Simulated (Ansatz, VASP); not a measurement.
# Cross-check of P2W between VASP and Ansatz, part 2 of 2

Wanted: the spread between two codes on one cell, functional and k mesh. The cell is taken from a series of runs on this material, whose earlier steps may have relaxed, scaled, displaced or heated it; both programs get it as it stands.

VASP 6.6.1 and Ansatz 0.2.0.

So far: The starting structure; Ansatz: relaxation of cell and atoms, PBEsol.

### 3. VASP: relaxation of cell and atoms, PBEsol

Level of this step: PBEsol; plane waves and PAW (P, W) (VASP).

The same cell, functional, mesh and smearing now go to VASP, with its own data sets.

Lines of VASP's logs that name or quote its potential files are left out, and so is its time.

INCAR reads:

```
SYSTEM = P2W
PREC = Accurate
ENCUT = 600
EDIFF = 1E-07
NELM = 120
ISMEAR = 1
SIGMA = 0.2
LREAL = .FALSE.
ALGO = Normal
GGA = PS
NBANDS = 22
LASPH = .TRUE.
LORBIT = 11
LWAVE = .FALSE.
LCHARG = .FALSE.
ISIF = 3
IBRION = 2
NSW = 80
EDIFFG = -0.005
GGA_COMPAT = .FALSE.
NELMIN = 4
KPAR = 2
```

POSCAR reads:

```
P2W
1.0
    1.5764110000     -5.5648250000      0.0000000000
    1.5764110000      5.5648250000      0.0000000000
    0.0000000000      0.0000000000      4.9526160000
P W
4 2
Direct
    0.5701059782      0.4298940218      0.1173072978
    0.4298940218      0.5701059782      0.6173072978
    0.7030044970      0.2969955030      0.7992777958
    0.2969955030      0.7030044970      0.2992777958
    0.9069065963      0.0930934037      0.0004149322
    0.0930934037      0.9069065963      0.5004149322
```

KPOINTS reads:

```
Automatic mesh
0
Gamma
10 10 6
0 0 0
```

Potentials, in the order of the species: P and W (PBE family, release 64).

Command:

```console
$ mpirun -np 2 vasp_std
```

Numbers of over 12 decimals in the logs are rounded to 6 here.

The program printed:

```text
[banner, memory and clock lines left out]
running    2 mpi-ranks, on    1 nodes
 distrk:  each k-point on    1 cores,    2 groups
 distr:  one band on    1 cores,    1 groups

 POSCAR found type information on POSCAR P W
 POSCAR found :  2 types and       6 ions
|                                                                             |
|               ----> ADVICE to this user running VASP <----                  |
|                                                                             |
|     You enforced a specific xc type in the INCAR file but a different       |
|     [... a line on the potential file left out ...]
|     I HOPE YOU KNOW WHAT YOU ARE DOING!                                     |
|                                                                             |

 LDA part: xc-table for (Slater+PW92), standard interpolation
 POSCAR, INCAR and KPOINTS ok, starting setup
 FFT: planning ... GRIDC
 FFT: planning ... GRID_SOFT
 FFT: planning ... GRID
 WAVECAR not read
 entering main loop
       N       E                     dE             d eps       ncg     rms          rms(c)
DAV:   1     0.133119542861E+03    0.13312E+03   -0.15251E+04  5456   0.145E+03
DAV:   2    -0.424363601837E+02   -0.17556E+03   -0.16425E+03  6718   0.293E+02
DAV:   3    -0.552638497044E+02   -0.12827E+02   -0.12303E+02  7650   0.660E+01
DAV:   4    -0.555483418786E+02   -0.28449E+00   -0.28245E+00  7316   0.104E+01
DAV:   5    -0.555556221055E+02   -0.72802E-02   -0.72738E-02  7498   0.156E+00    0.375E+01
DAV:   6    -0.539954113046E+02    0.15602E+01   -0.68450E+00  8488   0.132E+01    0.157E+01
DAV:   7    -0.537529651234E+02    0.24245E+00   -0.12291E+00  7358   0.672E+00    0.906E+00
DAV:   8    -0.536777570848E+02    0.75208E-01   -0.21941E-01  7724   0.305E+00    0.674E-01
DAV:   9    -0.536771281901E+02    0.62889E-03   -0.17097E-02  7246   0.758E-01    0.488E-01
DAV:  10    -0.536769335152E+02    0.19467E-03   -0.15469E-03  7054   0.236E-01    0.235E-01
DAV:  11    -0.536768875122E+02    0.46003E-04   -0.36081E-04  7440   0.110E-01    0.639E-02
DAV:  12    -0.536768916228E+02   -0.41106E-05   -0.64122E-05  7002   0.541E-02    0.186E-02
DAV:  13    -0.536768898660E+02    0.17568E-05   -0.46889E-06  7108   0.128E-02    0.930E-03
DAV:  14    -0.536768892592E+02    0.60677E-06   -0.16800E-06  7538   0.764E-03    0.248E-03
DAV:  15    -0.536768891342E+02    0.12499E-06   -0.11887E-07  4618   0.254E-03    0.838E-04
DAV:  16    -0.536768891064E+02    0.27823E-07   -0.36178E-08  4474   0.113E-03
   1 F= -.53676889E+02 E0= -.53676123E+02  d E =-.536769E+02
[...]
2 F= -.53676974E+02 E0= -.53676239E+02  d E =-.849224E-04
[...]
3 F= -.53677178E+02 E0= -.53676429E+02  d E =-.288960E-03
[...]
4 F= -.53677225E+02 E0= -.53676479E+02  d E =-.467133E-04
[...]
5 F= -.53677249E+02 E0= -.53676503E+02  d E =-.713638E-04
[...]
6 F= -.53677250E+02 E0= -.53676503E+02  d E =-.714339E-04
 curvature:  -0.37 expect dE=-0.102E-04 dE for cont linesearch -0.183E-09
 trial: gam= 0.08693 g(F)=  0.178E-04 g(S)=  0.983E-05 ort =-0.399E-06 (trialstep = 0.844E+00)
 search vector abs. value=  0.300E-04
 bond charge predicted
       N       E                     dE             d eps       ncg     rms          rms(c)
DAV:   1    -0.536772612401E+02   -0.11739E-04   -0.83046E-04  5522   0.155E-01    0.146E-02
DAV:   2    -0.536772622716E+02   -0.10315E-05   -0.32552E-05  7092   0.407E-02    0.856E-03
DAV:   3    -0.536772616404E+02    0.63124E-06   -0.12259E-06  7636   0.733E-03    0.564E-03
DAV:   4    -0.536772613797E+02    0.26066E-06   -0.54739E-07  6872   0.422E-03    0.147E-03
DAV:   5    -0.536772613896E+02   -0.99044E-08   -0.68234E-08  3964   0.181E-03
   7 F= -.53677261E+02 E0= -.53676507E+02  d E =-.118894E-04
 trial-energy change:   -0.000012  1 .order   -0.000012   -0.000023   -0.000001
 step:   0.8721(harm=  0.8721)  dis= 0.00042  next Energy=   -53.677262 (dE=-0.120E-04)
 reached required accuracy - stopping structural energy minimisation
```

OUTCAR, selected parts (step 3):

```text
ion  position               nearest neighbor table
   1  0.570  0.430  0.117-   3 2.16   5 2.47   5 2.47   6 2.48   6 2.48   2 2.93   2 2.93
   2  0.430  0.570  0.617-   4 2.16   6 2.47   6 2.47   5 2.48   5 2.48   1 2.93   1 2.93
   3  0.703  0.297  0.799-   1 2.16   5 2.48   6 2.48   6 2.48
   4  0.297  0.703  0.299-   2 2.16   6 2.48   5 2.48   5 2.48
   5  0.907  0.093  0.000-   1 2.47   1 2.47   3 2.48   2 2.48   2 2.48   4 2.48   4 2.48   6 3.23
                             6 3.23
   6  0.093  0.907  0.500-   2 2.47   2 2.47   4 2.48   1 2.48   1 2.48   3 2.48   3 2.48   5 3.23
                             5 3.23

  LATTYP: Found a base centered orthorhombic cell.
 ALAT       =     3.1528220000
 B/A-ratio  =     3.5300597370
 C/A-ratio  =     1.5708517639

 Subroutine GETGRP returns: Found  4 space group operations
 (whereof  2 operations were pure point group operations)

The static configuration has the point symmetry C_1h.
 The point group associated with its full space group is C_2v.

 Found    124 irreducible k-points:

   k-points           NKPTS =    124   k-points in BZ     NKDIM =    124   number of bands    NBANDS=     22

   dimension x,y,z NGX =    48 NGY =   48 NGZ =   40
   dimension x,y,z NGXF=    96 NGYF=   96 NGZF=   80

   ENCUT  =  600.0 eV  44.10 Ry    6.64 a.u.  11.55 11.55  9.89*2*pi/ulx,y,z

   NELECT =      32.0000    total number of electrons

 k-points in reciprocal lattice and weights: Automatic mesh
   0.00000000  0.00000000  0.00000000       0.002
   0.10000000  0.00000000  0.00000000       0.007
   0.20000000  0.00000000  0.00000000       0.007
   0.30000000  0.00000000  0.00000000       0.007
   0.40000000  0.00000000  0.00000000       0.007
   0.50000000  0.00000000  0.00000000       0.003
   0.10000000  0.10000000  0.00000000       0.003
   0.20000000  0.10000000  0.00000000       0.007
   0.30000000  0.10000000  0.00000000       0.007
[...]
-0.40000000  0.40000000  0.50000000       0.003
   0.50000000  0.50000000  0.50000000       0.002

 average (electrostatic) potential at core
       1 -79.9566       2 -79.9566       3 -79.6709       4 -79.6709       5 -36.0362
       6 -36.0362

 E-fermi :   9.2850

 k-point     1 :       0.0000    0.0000    0.0000
  band No.  band energies     occupation
    ...
     12       6.7560      2.00000
     13       7.1320      2.00000
     14       7.7390      2.00000
     15       8.0202      2.00000
     16       8.3896      2.00000
     17       9.5813     -0.05689
     18      10.6335     -0.00000
     19      10.6430     -0.00000
     20      11.3106     -0.00000
     21      12.1622     -0.00000
    ...

 k-point     2 :       0.1000    0.0000    0.0000
  band No.  band energies     occupation
    ...
     12       6.7045      2.00000
     13       6.9986      2.00000
     14       7.6660      2.00000
     15       8.1904      2.00000
     16       8.6348      2.00004
     17       9.9627     -0.00002
     18      10.3935     -0.00000
     19      10.9970     -0.00000
     20      11.4053     -0.00000
     21      12.0646     -0.00000
    ...

 k-point     3 :       0.2000    0.0000    0.0000
  band No.  band energies     occupation
    ...
     12       6.4156      2.00000
     13       6.6980      2.00000
     14       7.2685      2.00000
     15       8.3353      2.00000
     16       9.0755      2.05874
     17      10.0863     -0.00000
     18      10.3080     -0.00000
     19      11.4068     -0.00000
     20      11.6924     -0.00000
     21      12.3620     -0.00000
    ...

  Total       -0.0059208      0.0027726     -0.0105861      0.0000000      0.0000000      0.0000000
  in kB       -0.1093329      0.0511975     -0.1954808      0.0000000      0.0000000      0.0000000
  external PRESSURE =      -0.0845387 kB  Pullay stress =       0.0000000 kB

  energy-cutoff  :      600.00
  volume of cell :       86.76
      direct lattice vectors                 reciprocal lattice vectors
     1.573798576 -5.568289830  0.000000000     0.317702664 -0.089794177  0.000000000
     1.573798576  5.568289830  0.000000000     0.317702664  0.089794177  0.000000000
     0.000000000  0.000000000  4.950415316     0.000000000  0.000000000  0.202003253

 POSITION                                       TOTAL-FORCE (eV/Angst)
 -----------------------------------------------------------------------------------
      1.57380     -0.78209      0.58002         0.000000      0.001959     -0.000173
      1.57380      0.78209      3.05523         0.000000     -0.001959     -0.000173
      1.57380     -2.26141      3.95753         0.000000     -0.002720      0.000009
      1.57380      2.26141      1.48233         0.000000      0.002720      0.000009
      1.57380     -4.53010      0.00198         0.000000     -0.000930      0.000163
      1.57380      4.53010      2.47719         0.000000      0.000930      0.000163
 -----------------------------------------------------------------------------------
    total drift:                                0.000000      0.000000      0.000459

  FREE ENERGIE OF THE ION-ELECTRON SYSTEM (eV)
  ---------------------------------------------------
  free  energy   TOTEN  =       -53.6772613896 eV

  energy  without entropy=      -53.6749975147  energy(sigma->0) =      -53.67650676

 reached required accuracy - stopping structural energy minimisation

 total charge
# of ion       s       p       d       tot
------------------------------------------
    1        1.022   1.465   0.000   2.487
    2        1.022   1.465   0.000   2.487
    3        1.029   1.454   0.000   2.484
    4        1.029   1.454   0.000   2.484
    5        0.562   0.685   4.459   5.707
    6        0.562   0.685   4.459   5.707
--------------------------------------------------
tot          5.227   7.209   8.919  21.355

[... 3 further parts left out ...]
```

CONTCAR:

```
P2W
   1.00000000000000
     1.5737985758021633   -5.5682898296800136    0.0000000000000000
     1.5737985758021633    5.5682898296800136    0.0000000000000000
     0.0000000000000000    0.0000000000000000    4.9504153163013989
  P               W
     4     2
Direct
     0.5702269921252816    0.4297730078747182    0.1171656212586371
     0.4297730078747182    0.5702269921252816    0.6171656212586371
     0.7030611843235253    0.2969388156764749    0.7994346407580676
     0.2969388156764749    0.7030611843235253    0.2994346407580676
     0.9067764689433229    0.0932235310566772    0.0003997637832954
     0.0932235310566772    0.9067764689433229    0.5003997637832953
```

The run keeps the 4 symmetry operations of its start, so it cannot find a distortion of lower symmetry.

### 4. Side by side

Known differences besides the potentials themselves: the data sets hold 48 valence electrons in Ansatz (on its PAW soft_1 files) and 32 in VASP; the cutoff is 420 eV in Ansatz and 600 eV in VASP; Ansatz makes its cores anew for this functional, VASP keeps those of its PBE data sets; Ansatz adds a Pulay correction to the stress that steers its cell, VASP none. Total energies have different zeros and are not compared.

The two programs side by side:

```csv
quantity,Ansatz,VASP,difference
volume (Å³),86.87,86.76,+0.12 %
"edge a after relaxation, in the typed setting (Å)",5.787,5.786,+0.01 %
"edge c after relaxation, in the typed setting (Å)",4.951,4.950,+0.02 %
```

### 5. What came out

```json
{
 "difference in volume (relaxation of cell and atoms, PBEsol)": "0.12 %"
}
```

The difference in volume is 0.12 % (relaxation of cell and atoms, PBEsol), within the 1.2 % picked in this series as the mark of a large difference, as far as the stopping tolerances let one tell. The data sets hold unlike numbers of valence electrons (48 in Ansatz and 32 in VASP), so part of the differences comes from the potentials. How closely two codes agree says nothing of how well the functional describes the real material.

[Lines on the potential files, build, host, timing and source positions are cut from VASP's logs without a mark.]

[Logs are printed without paths, hosts, clocks, repeated set-up lines and the standing remarks that a program may print on its own settings, such as how far it seeks lower states.]

[Hosts, paths, dates, database ids (printed as entryN), source tags and the programs' standing remarks are cut or masked in the printed files.]
